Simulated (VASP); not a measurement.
Output of a VASP run:

### OSZICAR
```
       N       E                     dE             d eps       ncg     rms          rms(c)
DAV:   1    -0.538268416048E+03   -0.53827E+03   -0.10051E+01   632   0.785E+00    0.147E+01
DAV:   2    -0.538371072607E+03   -0.10266E+00   -0.39222E-01   716   0.149E+00    0.106E+01
DAV:   3    -0.538381202318E+03   -0.10130E-01   -0.99500E-02   776   0.728E-01    0.634E+00
DAV:   4    -0.538390171817E+03   -0.89695E-02   -0.31901E-02   840   0.359E-01    0.370E+00
DAV:   5    -0.538395607374E+03   -0.54356E-02   -0.22528E-02   794   0.267E-01    0.210E+00
DAV:   6    -0.538399383052E+03   -0.37757E-02   -0.94763E-03   828   0.169E-01    0.121E+00
DAV:   7    -0.538401182664E+03   -0.17996E-02   -0.36357E-03   836   0.112E-01    0.702E-01
DAV:   8    -0.538402135067E+03   -0.95240E-03   -0.19270E-03   820   0.834E-02    0.403E-01
DAV:   9    -0.538402556247E+03   -0.42118E-03   -0.99554E-04   850   0.597E-02    0.232E-01
DAV:  10    -0.538402742080E+03   -0.18583E-03   -0.46216E-04   818   0.399E-02    0.136E-01
DAV:  11    -0.538402818433E+03   -0.76354E-04   -0.16700E-04   812   0.241E-02    0.801E-02
DAV:  12    -0.538402848511E+03   -0.30078E-04   -0.64811E-05   692   0.158E-02    0.479E-02
DAV:  13    -0.538402860862E+03   -0.12351E-04   -0.29711E-05   604   0.110E-02    0.288E-02
DAV:  14    -0.538402865746E+03   -0.48836E-05   -0.13895E-05   506   0.769E-03
   1 F= -.53840287E+03 E0= -.53840287E+03  d E =-.769909E-13  mag=     1.0000
```

File OUTCAR:
```
------------------------ aborting loop because EDIFF is reached ----------------------------------------
  volume of cell :      671.84
      direct lattice vectors                 reciprocal lattice vectors
     8.758331436  0.000000000  0.000000000     0.114176999  0.000000000  0.000000000
     0.000000000  8.758331436  0.000000000     0.000000000  0.114176999  0.000000000
     0.000000000  0.000000000  8.758331436     0.000000000  0.000000000  0.114176999
  FREE ENERGIE OF THE ION-ELECTRON SYSTEM (eV)
  ---------------------------------------------------
  free  energy   TOTEN  =      -538.4028657456 eV

  energy  without entropy=     -538.4028657456  energy(sigma->0) =     -538.40286575

  exchange ACFDT corr.  =         0.00000000  see jH, gK, PRB 81, 115126

 total charge

# of ion       s       p       d       tot
------------------------------------------
    1        0.711   0.985   0.000   1.696
    2        0.712   0.987   0.000   1.699
    3        0.712   0.988   0.000   1.699
    4        0.710   0.980   0.000   1.690
    5        0.711   0.986   0.000   1.696
    6        0.711   0.990   0.000   1.702
    7        0.711   0.989   0.000   1.700
    8        0.711   0.985   0.000   1.696
    9        0.724   1.012   0.000   1.736
   10        0.711   0.990   0.000   1.701
   11        0.724   1.012   0.000   1.736
   12        0.711   0.989   0.000   1.700
   13        0.711   0.988   0.000   1.699
   14        0.710   0.980   0.000   1.689
   15        0.708   0.971   0.000   1.679
   16        0.711   0.987   0.000   1.698
   17        0.708   0.972   0.000   1.680
   18        0.711   0.988   0.000   1.699
   19        0.711   0.987   0.000   1.698
   20        0.724   1.006   0.000   1.730
   21        0.709   0.977   0.000   1.687
   22        0.710   0.980   0.000   1.689
   23        0.708   0.972   0.000   1.680
   24        0.709   0.977   0.000   1.687
   25        0.715   0.978   0.000   1.694
   26        0.709   0.977   0.000   1.686
   27        0.711   0.987   0.000   1.698
   28        0.715   0.978   0.000   1.694
   29        0.711   0.987   0.000   1.698
   30        0.715   0.979   0.000   1.694
   31        0.709   0.982   0.000   1.691
   32        0.879   1.560   0.000   2.440
   33        0.835   1.726   0.000   2.561
   34        0.835   1.726   0.000   2.561
   35        0.833   1.720   0.000   2.553
   36        0.869   1.600   0.000   2.470
   37        0.835   1.728   0.000   2.563
   38        0.838   1.698   0.000   2.536
   39        0.869   1.599   0.000   2.469
   40        0.836   1.697   0.000   2.533
   41        0.835   1.728   0.000   2.563
   42        0.836   1.698   0.000   2.533
   43        0.838   1.698   0.000   2.535
   44        0.837   1.702   0.000   2.539
   45        0.834   1.719   0.000   2.552
   46        0.833   1.718   0.000   2.551
   47        0.835   1.725   0.000   2.560
   48        0.833   1.718   0.000   2.552
   49        0.837   1.702   0.000   2.539
   50        0.835   1.725   0.000   2.560
   51        0.836   1.692   0.000   2.528
   52        0.833   1.715   0.000   2.548
...
```
(Selected blocks of OUTCAR.)

**POSCAR**
```
BC31Si31
1
    8.7583314356     0.0000000000     0.0000000000
    0.0000000000     8.7583314356     0.0000000000
    0.0000000000     0.0000000000     8.7583314356
Si C B
31 31 1
Direct
  0.4986219943   0.0013315821   0.0008833573
  0.7512684444   0.2537902466   0.9996793098
  0.7513612361   0.0000455931   0.2533059817
  0.0015119605   0.0009080979   0.0004021942
  0.2517169565   0.2500366563   0.0011513737
  0.5017454882   0.5017929191   0.9990233652
  0.7510544182   0.7514794757   0.9983342127
  0.2518988011   0.0017969657   0.2493505991
  0.7514936700   0.5023419909   0.2404567411
  0.5019248001   0.9996092035   0.5011995841
  0.7516010610   0.2408809638   0.5019813369
  0.7510788597   0.9987812018   0.7510516929
  0.0019138660   0.5008823628   0.9982813755
  0.2506799158   0.7510057186   0.9998337266
  0.0009738181   0.2502723765   0.2497985542
  0.2507512249   0.5008599283   0.2517534303
  0.5005237277   0.7506234556   0.2496500614
  0.0020696892   0.9987811119   0.5003813298
  0.2508901368   0.2523370530   0.5002136362
  0.4910805433   0.5018036255   0.5013486463
  0.7504743950   0.7493046499   0.4993320074
  0.2508187680   0.0003619144   0.7504380501
  0.5005054645   0.2500934856   0.7501917097
  0.7504117813   0.4997512378   0.7488253461
  0.0007894945   0.7503602591   0.2500865377
  0.9995435725   0.4996409970   0.4991562650
  0.2489191505   0.7515395849   0.5004855906
  0.0008074169   0.2505870221   0.7498408356
  0.2488342358   0.5010843813   0.7509647279
  0.4999007966   0.7503203131   0.7497779714
  0.0004331206   0.7502164112   0.7497058444
  0.6396960824   0.1135758468   0.1132270714
  0.8789457801   0.3760088070   0.1211570703
  0.8790468824   0.1215666723   0.3755459234
  0.1264150735   0.1255874162   0.1250390434
  0.3645658233   0.3895630718   0.1127200970
  0.6258884182   0.6289948060   0.1206919156
  0.8767635447   0.8749610581   0.1236489292
  0.3649061249   0.1134642949   0.3888244094
  0.8754209503   0.6249655103   0.3740786438
  0.6259633124   0.1211715844   0.6286073322
  0.8754519009   0.3745615602   0.6244861093
  0.8767500916   0.1241675768   0.8744995481
  0.1250735350   0.6264127663   0.1236393798
  0.3754628917   0.8759559118   0.1249049151
  0.1254609199   0.3756791525   0.3751147971
  0.3719213155   0.6286375453   0.3752671046
  0.6259089216   0.8748223460   0.3755343292
  0.1252370184   0.1241973393   0.6258223252
  0.3719409571   0.3757938117   0.6281766025
  0.6255480967   0.6245745353   0.6241001165
  0.8757375400   0.8743463764   0.6247337745
  0.3754691691   0.1254653694   0.8755221473
  0.6257992774   0.3760326549   0.8743907916
  0.8756371503   0.6252297408   0.8737997429
  0.1250157918   0.8746590007   0.3749986623
  0.1244213396   0.6250471468   0.6244412117
  0.3746799765   0.8742796608   0.6262365694
  0.1249118138   0.3756141491   0.8740400324
  0.3745825036   0.6268903631   0.8736646295
  0.6264243570   0.8747001560   0.8742581482
  0.1255196668   0.8754507649   0.8748411335
  0.6291979656   0.3773992187   0.3771050990
```

Task: Write an INCAR and KPOINTS that could have produced this output.

Result: Several could match; the one computed here: the input of the run itself, HSE06 screened hybrid, plane waves, VASP's PBE PAW potentials (set 64).

### KPOINTS
```
K-points
0
Gamma
1 1 1
```

**INCAR**
```
SYSTEM = BC31Si31
PREC = Normal
ENCUT = 400
EDIFF = 1E-5
NELM = 50
ALGO = Normal
LREAL = Auto
LASPH = .TRUE.
ISMEAR = 0
SIGMA = 0.05
GGA = PE
LWAVE = .FALSE.
LCHARG = .FALSE.
NELMIN = 4
ISYM = 0
ISPIN = 2
NUPDOWN = 1
MAGMOM = 63*0.0159
LORBIT = 10
HFSCREEN = 0.2
AEXX = 0.25
LHFCALC = .TRUE.
PRECFOCK = Fast
ISIF = 0
```

POTCAR, in this order: Si C B (PBE.64 set). Program: vasp_gam. Read from the step before: WAVECAR.

The supercell is sampled at Γ alone, which is coarse: total energies, pressure and levels can be off, energies of defects by several tenths of an eV.

The cell is a supercell with a defect, built from SiC (zinc blende): B_C-vac_Si. The cell's shape comes from a PBE relaxation.
